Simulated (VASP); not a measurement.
# Lattice of TaAs across functionals and dispersion corrections

Aim: relax TaAs at several levels and hold each cell against experiment. The levels: LDA, PBEsol, PBE, r2SCAN, PBE + D3(BJ), r2SCAN + rVV10, optB88-vdW and PBEsol + D3(BJ). LASPH is on for some levels and off for others; the table marks which. The start is a computed cell from the Materials Project.

Main program and level: VASP 6.6.1; LDA; plane waves and PAW (Ta_pv, As), in the first sound run; inputs show where later runs differ.

**What experiment says.**

For TaAs, tetragonal I4_1md (powder from transport-grown crystals, 80 K), “Comparative 181Ta-NQR Study of Weyl Monopnictides TaAs and TaP: Relevance of Weyl Fermion Excitations” (2023, arxiv:2307.16009) gives, by synchrotron powder XRD: lattice constant a 3.43349 Å; lattice constant c 11.633 Å.

## (1) Starting point

Before any relaxation, the start is as follows. It takes space group I4_1md (No. 109, tetragonal). The conventional cell has a = 3.444 Å, b = 3.444 Å, c = 11.736 Å, α = 90.00°, β = 90.00°, γ = 90.00°. Nearest to Ta lie 6 As at 2.61 to 2.62 Å. Nearest to As lie 6 Ta at 2.61 to 2.62 Å. Farther neighbours are not listed.

Coordinates:

```xyz
4
Lattice="-1.7218 1.7218 5.8679 1.7218 -1.7218 5.8679 1.7218 1.7218 -5.8679" Properties=species:S:1:pos:R:3 pbc="T T T"
Ta    1.7218    0.0000    5.8676
Ta    0.0000    0.0000    8.8015
As    1.7218    0.0000    0.9698
As    0.0000    0.0000    3.9037
```

## (2) Relaxation with LDA

The start need not lie at this functional's minimum. ISIF = 3 frees volume, shape and positions, and EDIFFG sets the threshold on forces and stress at which the search stops. LDA, the lowest rung, knows the local density alone.

File INCAR:

```
SYSTEM = TaAs
PREC = Accurate
ENCUT = 520
EDIFF = 1E-06
NELM = 100
ISMEAR = -1
SIGMA = 0.05
LREAL = .FALSE.
ALGO = Normal
GGA = CA
NBANDS = 22
LORBIT = 11
LWAVE = .FALSE.
LCHARG = .FALSE.
KPAR = 4
IBRION = 2
NSW = 60
ISIF = 3
EDIFFG = -0.01
```

File POSCAR:

```
TaAs
1.0
   -1.7218133622      1.7218133622      5.8679415361
    1.7218133622     -1.7218133622      5.8679415361
    1.7218133622      1.7218133622     -5.8679415361
Ta As
2 2
Direct
    0.4999673000      0.9999673000      0.5000000000
    0.7499673000      0.7499673000      0.0000000000
    0.0826321200      0.5826321200      0.5000000000
    0.3326321200      0.3326321200      0.0000000000
```

File KPOINTS:

```
Automatic mesh
0
Gamma
9 9 9
0 0 0
```

The projector-augmented-wave data sets are Ta_pv and As (PBE family, release 64).

On the command line:

```bash
$ mpirun -np 4 vasp_std
```

Log:

```text
[banner, memory and clock lines left out]
running    4 mpi-ranks, on    1 nodes
 distrk:  each k-point on    1 cores,    4 groups
 distr:  one band on    1 cores,    1 groups

 POSCAR found type information on POSCAR TaAs
 POSCAR found :  2 types and       4 ions
|                                                                             |
|               ----> ADVICE to this user running VASP <----                  |
|                                                                             |
|     You enforced a specific xc type in the INCAR file but a different       |
|     [... a line on the potential file left out ...]
|     I HOPE YOU KNOW WHAT YOU ARE DOING!                                     |
|                                                                             |

 LDA part: xc-table for (Slater(with rela. corr.)+CA(PZ))
 , standard interpolation
 POSCAR, INCAR and KPOINTS ok, starting setup
 FFT: planning ... GRIDC
 FFT: planning ... GRID_SOFT
 FFT: planning ... GRID
 WAVECAR not read
 entering main loop
       N       E                     dE             d eps       ncg     rms          rms(c)
DAV:   1     0.236056574714E+03    0.23606E+03   -0.16741E+04  3308   0.141E+03
DAV:   2    -0.302080705611E+02   -0.26626E+03   -0.25603E+03  3794   0.368E+02
DAV:   3    -0.407832265125E+02   -0.10575E+02   -0.10319E+02  4284   0.651E+01
DAV:   4    -0.409637426944E+02   -0.18052E+00   -0.17947E+00  4002   0.811E+00
DAV:   5    -0.409678665025E+02   -0.41238E-02   -0.41208E-02  4248   0.964E-01    0.217E+01
DAV:   6    -0.390711258600E+02    0.18967E+01   -0.58875E+00  4010   0.146E+01    0.904E+00
DAV:   7    -0.389575287809E+02    0.11360E+00   -0.47783E-01  4668   0.434E+00    0.269E+00
DAV:   8    -0.389363679258E+02    0.21161E-01   -0.45087E-02  4102   0.982E-01    0.256E-01
DAV:   9    -0.389359160624E+02    0.45186E-03   -0.38690E-03  4212   0.318E-01    0.106E-01
DAV:  10    -0.389358273083E+02    0.88754E-04   -0.42277E-04  4048   0.165E-01    0.198E-02
DAV:  11    -0.389358267558E+02    0.55242E-06   -0.28201E-05  4410   0.280E-02    0.128E-02
DAV:  12    -0.389358248068E+02    0.19491E-05   -0.10251E-05  4054   0.218E-02    0.130E-03
DAV:  13    -0.389358247882E+02    0.18583E-07   -0.40039E-07  2466   0.427E-03
   1 F= -.38935825E+02 E0= -.38932709E+02  d E =-.389358E+02
 curvature:   0.00 expect dE= 0.000E+00 dE for cont linesearch  0.000E+00
 trial: gam= 0.00000 g(F)=  0.776E-04 g(S)=  0.250E+00 ort = 0.000E+00 (trialstep = 0.100E+01)
 search vector abs. value=  0.250E+00
 bond charge predicted
       N       E                     dE             d eps       ncg     rms          rms(c)
DAV:   1    -0.401195087084E+02   -0.11837E+01   -0.42000E+01  3360   0.602E+01    0.103E+01
DAV:   2    -0.390551779121E+02    0.10643E+01   -0.21036E+00  3354   0.122E+01    0.385E+00
DAV:   3    -0.388081433938E+02    0.24703E+00   -0.65949E-01  3812   0.654E+00    0.104E+00
DAV:   4    -0.387979479494E+02    0.10195E-01   -0.61867E-02  4046   0.140E+00    0.367E-01
DAV:   5    -0.387969539240E+02    0.99403E-03   -0.36758E-02  3956   0.150E+00    0.581E-01
DAV:   6    -0.387954091179E+02    0.15448E-02   -0.65740E-03  3966   0.556E-01    0.658E-02
DAV:   7    -0.387954266492E+02   -0.17531E-04   -0.35874E-04  4410   0.104E-01    0.214E-02
DAV:   8    -0.387954269262E+02   -0.27691E-06   -0.42152E-05  3976   0.375E-02    0.143E-02
DAV:   9    -0.387954238808E+02    0.30454E-05   -0.14129E-05  3994   0.209E-02    0.139E-03
DAV:  10    -0.387954239097E+02   -0.28957E-07   -0.43396E-07  2178   0.416E-03
   2 F= -.38795424E+02 E0= -.38792503E+02  d E =0.140401E+00
[... from here on, the cycles between the ionic steps are left out ...]
   3 F= -.38978897E+02 E0= -.38975849E+02  d E =-.430724E-01
   4 F= -.38978918E+02 E0= -.38975870E+02  d E =-.430928E-01
   5 F= -.38978899E+02 E0= -.38975853E+02  d E =-.430738E-01
   6 F= -.38979909E+02 E0= -.38976810E+02  d E =-.101037E-02
   7 F= -.38980091E+02 E0= -.38976970E+02  d E =-.119238E-02
   8 F= -.38980098E+02 E0= -.38976964E+02  d E =-.695015E-05
   9 F= -.38980193E+02 E0= -.38977066E+02  d E =-.102243E-03
  10 F= -.38980193E+02 E0= -.38977064E+02  d E =0.430983E-06
 trial-energy change:    0.000000  1 .order   -0.000003   -0.000073    0.000068
 step:   0.4573(harm=  0.4573)  dis= 0.00044  next Energy=   -38.980212 (dE=-0.189E-04)
 bond charge predicted
       N       E                     dE             d eps       ncg     rms          rms(c)
DAV:   1    -0.389802212282E+02   -0.28358E-04   -0.21128E-03  3306   0.399E-01    0.396E-02
DAV:   2    -0.389802147136E+02    0.65146E-05   -0.16625E-04  3798   0.102E-01    0.154E-02
DAV:   3    -0.389802106765E+02    0.40371E-05   -0.12775E-05  4142   0.277E-02    0.365E-03
DAV:   4    -0.389802103993E+02    0.27726E-06   -0.71682E-07  2112   0.523E-03
  11 F= -.38980210E+02 E0= -.38977082E+02  d E =-.172347E-04
 curvature:  -0.29 expect dE=-0.582E-06 dE for cont linesearch -0.156E-06
 trial: gam= 0.00000 g(F)=  0.303E-07 g(S)=  0.200E-05 ort =-0.750E-05 (trialstep = 0.797E+00)
 search vector abs. value=  0.203E-05
 reached required accuracy - stopping structural energy minimisation
```

Elapsed: 2.8 min, on 4 MPI ranks of Intel Xeon 6975P-C (Granite Rapids), shared host; peak memory 1.4 GiB; 11 min of CPU time.

The logs omit lines about the potential files and the build; timing stands in the text.

From OUTCAR (step 2):

```text
ion  position               nearest neighbor table
   1  0.500  1.000  0.500-   4 2.61   4 2.61   3 2.62   3 2.62   3 2.62   3 2.62   2 3.40   2 3.40
                             2 3.40   2 3.40
   2  0.750  0.750  0.000-   3 2.61   3 2.61   4 2.62   4 2.62   4 2.62   4 2.62   1 3.40   1 3.40
                             1 3.40   1 3.40
   3  0.083  0.583  0.500-   2 2.61   2 2.61   1 2.62   1 2.62   1 2.62   1 2.62
   4  0.333  0.333  0.000-   1 2.61   1 2.61   2 2.62   2 2.62   2 2.62   2 2.62

  LATTYP: Found a body centered tetragonal cell.
 ALAT       =     3.4436267244
 C/A-ratio  =     3.4080009279

 Subroutine GETGRP returns: Found  8 space group operations
 (whereof  4 operations were pure point group operations)

The static configuration has the point symmetry C_2v.
 The point group associated with its full space group is C_4v.

 Found     75 irreducible k-points:

   k-points           NKPTS =     75   k-points in BZ     NKDIM =     75   number of bands    NBANDS=     22

   dimension x,y,z NGX =    48 NGY =   48 NGZ =   48
   dimension x,y,z NGXF=    96 NGYF=   96 NGZF=   96

   ENCUT  =  520.0 eV  38.22 Ry    6.18 a.u.  11.81 11.81 11.81*2*pi/ulx,y,z

   NELECT =      32.0000    total number of electrons

 k-points in reciprocal lattice and weights: Automatic mesh
   0.00000000  0.00000000  0.00000000       0.001
   0.11111111 -0.00000000  0.00000000       0.011
   0.22222222  0.00000000 -0.00000000       0.011
   0.33333333 -0.00000000  0.00000000       0.011
   0.44444444  0.00000000 -0.00000000       0.011
   0.11111111  0.11111111  0.00000000       0.011
   0.22222222  0.11111111 -0.00000000       0.022
   0.33333333  0.11111111  0.00000000       0.022
   0.44444444  0.11111111 -0.00000000       0.022
[...]
-0.44444444  0.44444444  0.44444444       0.005
  -0.44444444 -0.44444444  0.44444444       0.003

 average (electrostatic) potential at core
       1 -35.6327       2 -35.6327       3 -47.2427       4 -47.2427

 E-fermi :   6.9731

 k-point     1 :       0.0000    0.0000    0.0000
  band No.  band energies     occupation
    ...
     12       4.4619      2.00000
     13       4.5506      2.00000
     14       4.9764      2.00000
     15       5.3334      2.00000
     16       5.3334      2.00000
     17       7.8790      0.00000
     18       8.5876      0.00000
     19       9.4398      0.00000
     20      10.1956      0.00000
     21      10.1956      0.00000
    ...

 k-point     2 :       0.1111   -0.0000    0.0000
  band No.  band energies     occupation
    ...
     12       4.3286      2.00000
     13       4.6970      2.00000
     14       4.8884      2.00000
     15       5.2691      2.00000
     16       5.5827      2.00000
     17       7.6637      0.00000
     18       8.3231      0.00000
     19       9.3117      0.00000
     20       9.7875      0.00000
     21      10.3402      0.00000
    ...

 k-point     3 :       0.2222    0.0000   -0.0000
  band No.  band energies     occupation
    ...
     12       4.0253      2.00000
     13       4.9286      2.00000
     14       4.9945      2.00000
     15       5.0795      2.00000
     16       6.1085      2.00000
     17       7.3717      0.00069
     18       8.1513      0.00000
     19       8.5931      0.00000
     20       9.3704      0.00000
     21      10.0908      0.00000
    ...

  Total        0.0084724      0.0084724     -0.0047362      0.0000000      0.0000000      0.0000000
  in kB        0.2016428      0.2016428     -0.1127208      0.0000000      0.0000000      0.0000000
  external PRESSURE =       0.0968549 kB  Pullay stress =       0.0000000 kB

  energy-cutoff  :      520.00
  volume of cell :       67.32
      direct lattice vectors                 reciprocal lattice vectors
    -1.707258546  1.707258546  5.774020661     0.000000000  0.292867182  0.086594772
     1.707258546 -1.707258546  5.774020661     0.292867182  0.000000000  0.086594772
     1.707258546  1.707258546 -5.774020661     0.292867182  0.292867182  0.000000000

 POSITION                                       TOTAL-FORCE (eV/Angst)
 -----------------------------------------------------------------------------------
      0.00000      1.70726      0.00346         0.000000      0.000000     -0.000396
      0.00000      0.00000      8.66449         0.000000      0.000000     -0.000396
      1.70726     -0.00000      0.95040        -0.000000     -0.000000      0.000396
      0.00000      0.00000      3.83741         0.000000      0.000000      0.000396
 -----------------------------------------------------------------------------------
    total drift:                               -0.000000     -0.000000      0.000814

  FREE ENERGIE OF THE ION-ELECTRON SYSTEM (eV)
  ---------------------------------------------------
  free  energy   TOTEN  =       -38.9802103993 eV

  energy  without entropy=      -38.9739537982  energy(sigma->0) =      -38.97708210

 reached required accuracy - stopping structural energy minimisation

 total charge
# of ion       s       p       d       tot
------------------------------------------
    1        0.278   6.170   2.463   8.910
    2        0.278   6.170   2.463   8.910
    3        1.200   1.704   0.087   2.991
    4        1.200   1.704   0.087   2.991
--------------------------------------------------
tot          2.956  15.747   5.100  23.803

[... 3 further parts left out ...]
```

CONTCAR:

```
TaAs
   1.00000000000000
    -1.7072585457328890    1.7072585457328890    5.7740206605442186
     1.7072585457328890   -1.7072585457328890    5.7740206605442186
     1.7072585457328890    1.7072585457328890   -5.7740206605442186
  Ta              As
     2     2
Direct
     0.5002999053405375    0.0002999053405376    0.5000000000000000
     0.7502999053405375    0.7502999053405375    0.0000000000000000
     0.0822995146594636    0.5822995146594636    0.5000000000000000
     0.3322995146594636    0.3322995146594636    0.0000000000000000
```

The PAW data sets were made with PBE, though LDA sets exist; this is a small mismatch. The electron count would fill whole bands, but the bands touch or overlap. That can be a semimetal, a small gap that the functional closes or, with several bands partly filled, an ordinary metal. The run keeps the 8 symmetry operations of its start, so it cannot find a distortion of lower symmetry.

The steps of the relaxation:

| step | energy less that of the first step (eV) | largest force (eV/Å) | pressure (GPa) | volume (Å³) |
| --- | --- | --- | --- | --- |
| 1 | 0.0000 | 0.0201 | -6.05 | 69.59 |
| 2 | 0.1404 | 0.0552 | 14.87 | 63.18 |
| 3 | -0.0431 | 0.0306 | -0.15 | 67.42 |
| 4 | -0.0431 | 0.0308 | -0.01 | 67.37 |
| 5 | -0.0431 | 0.0311 | 0.12 | 67.32 |
| 6 | -0.0441 | 0.0333 | 0.15 | 67.29 |
| 7 | -0.0443 | 0.0347 | 0.16 | 67.27 |
| 8 | -0.0443 | 0.0118 | -0.30 | 67.42 |
| 9 | -0.0444 | 0.0112 | -0.09 | 67.35 |
| 10 | -0.0444 | 0.0113 | 0.07 | 67.29 |
| 11 | -0.0444 | 0.0004 | 0.01 | 67.32 |

| conventional cell, symmetrised | before | after | change |
| --- | --- | --- | --- |
| a (Å) | 3.444 | 3.415 | -0.8 % |
| b (Å) | 3.444 | 3.415 | -0.8 % |
| c (Å) | 11.736 | 11.548 | -1.6 % |
| volume (Å³/atom) | 17.40 | 16.83 | -3.3 % |

The relaxed structure:

```xyz
4
Lattice="-1.7073 1.7073 5.7740 1.7073 -1.7073 5.7740 1.7073 1.7073 -5.7740" Properties=species:S:1:pos:R:3 pbc="T T T"
Ta    1.7073    0.0000    5.7775
Ta    0.0000    0.0000    8.6645
As    1.7073    0.0000    0.9504
As    0.0000    0.0000    3.8374
```

Numbers from this step:

* electrons: 32
* bands: 22
* irreducible k-points: 75
* symmetry operations: 8
* free energy (TOTEN): -38.98 eV
* energy at zero smearing: -38.98 eV
* Fermi energy: 6.973 eV
* pressure: 0.009685 GPa
* metallic, judged on the points sampled: yes
* SCF cycles over all ionic steps: 69

It ends with forces under 0.001 eV/Å and a pressure of 0.01 GPa. The conventional cell has a = 3.415 and c = 11.548 Å.

(Part 1 of 3 ends here.)

[Lines on the potential files, build, host, timing and source positions are cut from VASP's logs without a mark.]

[Logs are printed without paths, hosts, clocks, repeated set-up lines and the standing remarks that a program may print on its own settings, such as how far it seeks lower states.]

[Hosts, paths, dates, database ids (printed as entryN), source tags and the programs' standing remarks are cut or masked in the printed files.]

[A measured line is paired with the nearest computed mode of its activity, which favours agreement.]

[In band tables of VASP the shares of atoms and orbitals are scaled to a sum of 1 inside the atoms' spheres.]
